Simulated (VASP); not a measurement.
A cell of Ag (fcc) near equilibrium:

```yaml
crystal:
  lattice:
    - [0.00000, 2.05057, 2.05057]
    - [2.05057, 0.00000, 2.05057]
    - [2.05057, 2.05057, 0.00000]
  atoms:
    - { symbol: Ag, position: [0.00000, 0.00000, 0.00000] }
```

All values below come from r2SCAN meta-GGA, VASP's PBE PAW potentials (set 64) (plane waves; VASP).

```json
[
 {"run": "as it is", "ΔE (meV/atom)": "0.0", "σxx": "0.43", "σyy": "0.43", "σzz": "0.43", "largest shear component, with its sign (GPa)": "0.00", "largest force (eV/Å)": "0.000"},
 {"run": "after one change", "ΔE (meV/atom)": "0.0", "σxx": "-0.66", "σyy": "-0.49", "σzz": "-0.49", "largest shear component, with its sign (GPa)": "0.00", "largest force (eV/Å)": "0.000"}
]
```
Stress is in GPa, positive when the cell is compressed.

Question: What was changed between the two runs?
A. isotropic strain of +4.0 %
B. uniaxial strain of +1.0 % along x
C. biaxial strain of +1.5 % in the xz plane
D. uniaxial strain of +2.0 % along x

Answer: B, uniaxial strain of +1.0 % along x

The compound is Ag in the fcc structure.
